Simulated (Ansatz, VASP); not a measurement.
# RbHPd: VASP beside Ansatz, part 2 of 3

Aim: how closely do two programs agree when they are given the same cell, functional and k mesh? The cell is generated by rule, not measured, and may not be a known phase. The cell is taken from a series of runs on this material, whose earlier steps may have relaxed, scaled, displaced or heated it; both programs get it as it stands.

VASP 6.6.1 and Ansatz 0.2.0.

So far: Set-up; VASP: zone-centre phonons, PBEsol.

### Step 2. VASP: zone-centre phonons, PBEsol (continued)

Level of this step: PBEsol; plane waves and PAW (Rb_sv, H, Pd); invented cell (VASP).

Parts of OUTCAR (step 2):

```text
ion  position               nearest neighbor table
   1  0.000  0.000  0.500-   3 3.04   4 3.04   4 3.05   3 3.05   2 3.39   2 3.39   5 3.48   5 3.48
                             6 3.48   6 3.48   6 3.48   5 3.48   5 3.48   6 3.48   2 4.30   2 4.30
   2  0.500  0.500  0.500-   3 3.04   4 3.04   4 3.05   3 3.05   1 3.39   1 3.39   5 3.48   5 3.48
                             6 3.48   5 3.48   5 3.48   6 3.48   6 3.48   6 3.48   1 4.30   1 4.30
   3  0.750  0.250  0.998-   5 1.70   6 1.70   1 3.04   2 3.04   1 3.05   2 3.05
   4  0.250  0.750  0.002-   5 1.70   6 1.70   1 3.04   2 3.04   1 3.05   2 3.05
   5  0.500  0.000  0.000-   3 1.70   4 1.70   6 3.39   6 3.39   1 3.48   1 3.48   2 3.48   2 3.48
                             2 3.48   1 3.48   1 3.48   2 3.48
   6  0.000  0.500  0.000-   3 1.70   4 1.70   5 3.39   5 3.39   1 3.48   1 3.48   2 3.48   1 3.48
                             1 3.48   2 3.48   2 3.48   2 3.48

  LATTYP: Found a base centered orthorhombic cell.
 ALAT       =     6.7847766194
 B/A-ratio  =     1.2674843931
 C/A-ratio  =     0.6348083275

 Subroutine GETGRP returns: Found  8 space group operations
 (whereof  4 operations were pure point group operations)

The static configuration has the point symmetry C_2h.
 The point group associated with its full space group is D_2h.

 Found     28 irreducible k-points:

   k-points           NKPTS =     28   k-points in BZ     NKDIM =     28   number of bands    NBANDS=     26

   dimension x,y,z NGX =    40 NGY =   40 NGZ =   32
   dimension x,y,z NGXF=    80 NGYF=   80 NGZF=   64

   ENCUT  =  500.0 eV  36.75 Ry    6.06 a.u.   9.99  9.99  7.85*2*pi/ulx,y,z

   NELECT =      40.0000    total number of electrons

 k-points in reciprocal lattice and weights: Automatic mesh
   0.00000000  0.00000000  0.00000000       0.010
   0.25000000  0.00000000  0.00000000       0.042
   0.50000000  0.00000000  0.00000000       0.021
   0.25000000  0.25000000  0.00000000       0.021
   0.50000000  0.25000000  0.00000000       0.042
  -0.25000000  0.25000000  0.00000000       0.021
   0.50000000  0.50000000  0.00000000       0.010
   0.00000000  0.00000000  0.16666667       0.021
   0.25000000  0.00000000  0.16666667       0.083
[...]
-0.25000000  0.25000000  0.50000000       0.021
   0.50000000  0.50000000  0.50000000       0.010

 average (electrostatic) potential at core
       1 -36.6838       2 -36.6838       3 -33.5035       4 -33.5035       5 -76.8297
       6 -76.8297

[...]
2     0.00000    -0.93116     0.00000
    3    -0.00077     0.00000    -0.95011

 Eigenvectors and eigenvalues of the dynamical matrix
 ----------------------------------------------------

   1 f  =   63.412145 THz   398.430261 2PiTHz 2115.201493 cm-1   262.251443 meV
             X         Y         Z           dx          dy          dz
      0.000000  0.000000  2.153516     0.000000    0.000000   -0.000000
      3.392388  0.000000  2.153516     0.000000   -0.000000   -0.000000
      3.392388 -2.149900  4.300333     0.707107    0.000000   -0.000000
      3.392388  2.149900  0.006700    -0.707107    0.000000   -0.000000
      1.696194 -2.149900  0.000000    -0.000000    0.000000   -0.000000
      1.696194  2.149900  0.000000    -0.000000    0.000000   -0.000000

   2 f  =   52.277208 THz   328.467385 2PiTHz 1743.779959 cm-1   216.201063 meV
             X         Y         Z           dx          dy          dz
      0.000000  0.000000  2.153516    -0.001781    0.000000   -0.000000
      3.392388  0.000000  2.153516    -0.001781   -0.000000   -0.000000
      3.392388 -2.149900  4.300333    -0.703651    0.000000   -0.000000
      3.392388  2.149900  0.006700    -0.703651    0.000000   -0.000000
      1.696194 -2.149900  0.000000     0.069795   -0.000000   -0.000202
      1.696194  2.149900  0.000000     0.069795   -0.000000    0.000202

   3 f  =    7.834292 THz    49.224311 2PiTHz  261.323865 cm-1    32.400015 meV
             X         Y         Z           dx          dy          dz
      0.000000  0.000000  2.153516    -0.000000    0.000155    0.084046
      3.392388  0.000000  2.153516     0.000000   -0.000155    0.084046
      3.392388 -2.149900  4.300333    -0.000000    0.000000   -0.700931
      3.392388  2.149900  0.006700    -0.000000    0.000000   -0.700931
      1.696194 -2.149900  0.000000    -0.039636   -0.000000   -0.007784
      1.696194  2.149900  0.000000     0.039636    0.000000   -0.007784

   4 f  =    7.726665 THz    48.548069 2PiTHz  257.733806 cm-1    31.954905 meV
             X         Y         Z           dx          dy          dz
      0.000000  0.000000  2.153516     0.000000   -0.086364   -0.002744
      3.392388  0.000000  2.153516    -0.000000   -0.086364    0.002744
      3.392388 -2.149900  4.300333    -0.000000    0.701732    0.000000
      3.392388  2.149900  0.006700    -0.000000    0.701732    0.000000
      1.696194 -2.149900  0.000000    -0.000000    0.010287    0.000000
      1.696194  2.149900  0.000000    -0.000000    0.010287   -0.000000

   5 f  =    5.685232 THz    35.721366 2PiTHz  189.638928 cm-1    23.512220 meV
             X         Y         Z           dx          dy          dz
      0.000000  0.000000  2.153516     0.000000   -0.068278   -0.009855
      3.392388  0.000000  2.153516     0.000000    0.068278   -0.009855
      3.392388 -2.149900  4.300333    -0.000000   -0.000000    0.038479
      3.392388  2.149900  0.006700    -0.000000   -0.000000    0.038479
      1.696194 -2.149900  0.000000    -0.702662   -0.000000    0.005197
      1.696194  2.149900  0.000000     0.702662    0.000000    0.005197

   6 f  =    3.459949 THz    21.739501 2PiTHz  115.411477 cm-1    14.309193 meV
             X         Y         Z           dx          dy          dz
      0.000000  0.000000  2.153516    -0.680582   -0.000000    0.000000
      3.392388  0.000000  2.153516     0.680582    0.000000    0.000000
      3.392388 -2.149900  4.300333     0.000000    0.000000    0.000000
      3.392388  2.149900  0.006700     0.000000   -0.000000    0.000000
      1.696194 -2.149900  0.000000     0.000000   -0.191855    0.000000
      1.696194  2.149900  0.000000    -0.000000    0.191855   -0.000000

   7 f  =    2.732069 THz    17.166093 2PiTHz   91.132000 cm-1    11.298923 meV
             X         Y         Z           dx          dy          dz
      0.000000  0.000000  2.153516     0.000846   -0.000000    0.000000
      3.392388  0.000000  2.153516     0.000846    0.000000    0.000000
      3.392388 -2.149900  4.300333    -0.000267   -0.000000    0.000000
      3.392388  2.149900  0.006700    -0.000267   -0.000000    0.000000
      1.696194 -2.149900  0.000000    -0.000622   -0.000000    0.707106
      1.696194  2.149900  0.000000    -0.000622    0.000000   -0.707106

   8 f  =    2.494016 THz    15.670364 2PiTHz   83.191414 cm-1    10.314416 meV
             X         Y         Z           dx          dy          dz
      0.000000  0.000000  2.153516    -0.000000    0.006015   -0.521694
      3.392388  0.000000  2.153516     0.000000   -0.006015   -0.521694
      3.392388 -2.149900  4.300333     0.000000    0.000000   -0.068166
      3.392388  2.149900  0.006700     0.000000    0.000000   -0.068166
      1.696194 -2.149900  0.000000     0.006492   -0.000000    0.472346
      1.696194  2.149900  0.000000    -0.006492   -0.000000    0.472346

   9 f  =    2.479955 THz    15.582018 2PiTHz   82.722398 cm-1    10.256266 meV
             X         Y         Z           dx          dy          dz
      0.000000  0.000000  2.153516    -0.000000   -0.522912   -0.000315
      3.392388  0.000000  2.153516    -0.000000   -0.522912    0.000315
      3.392388 -2.149900  4.300333     0.000000   -0.071256   -0.000000
      3.392388  2.149900  0.006700     0.000000   -0.071256   -0.000000
      1.696194 -2.149900  0.000000     0.000000    0.470622    0.000000
      1.696194  2.149900  0.000000     0.000000    0.470622    0.000000

  10 f  =    2.221133 THz    13.955788 2PiTHz   74.089011 cm-1     9.185862 meV
             X         Y         Z           dx          dy          dz
      0.000000  0.000000  2.153516     0.191855    0.000000   -0.000000
      3.392388  0.000000  2.153516    -0.191855    0.000000   -0.000000
      3.392388 -2.149900  4.300333    -0.000000   -0.000000   -0.000000
      3.392388  2.149900  0.006700    -0.000000    0.000000    0.000000
      1.696194 -2.149900  0.000000    -0.000000   -0.680582    0.000000
      1.696194  2.149900  0.000000    -0.000000    0.680582    0.000000

  11 f  =    2.099255 THz    13.190007 2PiTHz   70.023604 cm-1     8.681816 meV
             X         Y         Z           dx          dy          dz
      0.000000  0.000000  2.153516    -0.000000   -0.703777   -0.003437
      3.392388  0.000000  2.153516    -0.000000    0.703777   -0.003437
      3.392388 -2.149900  4.300333     0.000000    0.000000   -0.004465
      3.392388  2.149900  0.006700     0.000000   -0.000000   -0.004465
      1.696194 -2.149900  0.000000     0.068217    0.000000    0.003585
      1.696194  2.149900  0.000000    -0.068217   -0.000000    0.003585

  12 f  =    1.596821 THz    10.033124 2PiTHz   53.264224 cm-1     6.603919 meV
             X         Y         Z           dx          dy          dz
      0.000000  0.000000  2.153516     0.000000    0.000691   -0.707101
      3.392388  0.000000  2.153516     0.000000    0.000691    0.707101
      3.392388 -2.149900  4.300333    -0.000000   -0.002678    0.000000
      3.392388  2.149900  0.006700    -0.000000   -0.002678   -0.000000
      1.696194 -2.149900  0.000000    -0.000000   -0.000111    0.000000
      1.696194  2.149900  0.000000    -0.000000   -0.000111    0.000000

  13 f  =    1.443899 THz     9.072285 2PiTHz   48.163285 cm-1     5.971484 meV
             X         Y         Z           dx          dy          dz
      0.000000  0.000000  2.153516     0.531412   -0.000000    0.000000
      3.392388  0.000000  2.153516     0.531412    0.000000    0.000000
      3.392388 -2.149900  4.300333    -0.047375   -0.000000   -0.000000
      3.392388  2.149900  0.006700    -0.047375    0.000000    0.000000
      1.696194 -2.149900  0.000000    -0.464065    0.000000   -0.001062
      1.696194  2.149900  0.000000    -0.464065   -0.000000    0.001062
    [... 43 further lines ...]
      1.696194 -2.149900  0.000000    -0.000000   -0.000000    0.000000
      1.696194  2.149900  0.000000    -0.000000   -0.000000    0.000000

 MACROSCOPIC STATIC DIELECTRIC TENSOR IONIC CONTRIBUTION
 ------------------------------------------------------
           8.471007     0.000000     0.000000
           0.000000     4.058567    -0.000000
           0.000000    -0.000000     4.078371
 ------------------------------------------------------

 ELASTIC MODULI CONTR FROM IONIC RELAXATION (kBar)
 Direction    XX          YY          ZZ          XY          YZ          ZX
 --------------------------------------------------------------------------------
 XX           0.0000      0.0000     -0.0000      0.0000     -0.0000      0.0000
 YY           0.0000      0.0000      0.0000      0.0000      0.0000     -0.0000
 ZZ          -0.0000      0.0000     -0.0000      0.0000      0.0000     -0.0000
 XY           0.0000      0.0000      0.0000      0.0000      0.0000      0.0000
 YZ          -0.0000      0.0000      0.0000      0.0000     -1.8659     -0.0000
 ZX           0.0000     -0.0000     -0.0000      0.0000     -0.0000     -0.0211
 --------------------------------------------------------------------------------

 PIEZOELECTRIC TENSOR IONIC CONTR  for field in x, y, z        (C/m^2)
          XX          YY          ZZ          XY          YZ          ZX
  --------------------------------------------------------------------------------
  x    -0.00000     0.00000     0.00000     0.00000     0.00000    -0.00000
  y     0.00000    -0.00000    -0.00000     0.00000     0.00000    -0.00000
  z     0.00000    -0.00000    -0.00000     0.00000    -0.00000     0.00000
```

Energies printed during the response cycles are not total energies of the cell. With a direct gap this small, the dielectric response converges slowly with the mesh, so tensor and charges are uncertain; a mesh that holds the point of the least gap tends to give too large a tensor. With imaginary modes the cell is no minimum, so the ionic parts of its dielectric, piezoelectric and elastic tensors have no meaning.

[end of part 2 of 3]

[Lines on the potential files, build, host, timing and source positions are cut from VASP's logs without a mark.]

[Logs are printed without paths, hosts, clocks, repeated set-up lines and the standing remarks that a program may print on its own settings, such as how far it seeks lower states.]

[Hosts, paths, dates, database ids (printed as entryN), source tags and the programs' standing remarks are cut or masked in the printed files.]
